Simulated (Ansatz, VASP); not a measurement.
# ZnCd2Se3 in VASP and in Ansatz

```
CELL_PARAMETERS angstrom
3.96494 0.00000 0.00000
-1.98247 3.43374 0.00000
0.00000 0.00000 9.77095
ATOMIC_POSITIONS crystal
Zn 0.00000 0.00000 0.00000
Cd 0.33333 0.66667 0.67271
Cd 0.66667 0.33333 0.32729
Se 0.00000 0.00000 0.50000
Se 0.33333 0.66667 0.15090
Se 0.66667 0.33333 0.84910
```

Change from the starting cell: species swapped into the K3BrCl2 type (P-3m1, No. 164).

Alike in both runs: functional PBE; k mesh 6 × 6 × 2; occupations gaussian, width 0.1 eV; no spin polarisation.

Ansatz relaxed the structure, and its values are those at the end. VASP's run is a single point on that final structure, the one shown.

|  | VASP | Ansatz |
| --- | --- | --- |
| version | VASP 6.6.1 | Ansatz 0.2.0 |
| potentials or method | VASP PAW PBE potentials, release 64 (Zn, Cd, Se) | scalar-relativistic, plane waves, PAW |
| plane-wave cutoff (eV) | 520 | 420 |
| valence electrons in the cell | 54 | 100 |

|  | VASP | Ansatz | Ansatz less VASP |
| --- | --- | --- | --- |
| gap on the k mesh at the Fermi level (eV) | none | none | - |
| pressure (GPa) | 0.2 | -0.1 | -0.30 |
| rms of the force components (eV/Å) | 0.010 | 0.004 | -0.0061 |

A gap of «none» marks a metal or a gap that the smearing closes. The two sets of potentials don't hold the same shells in valence.
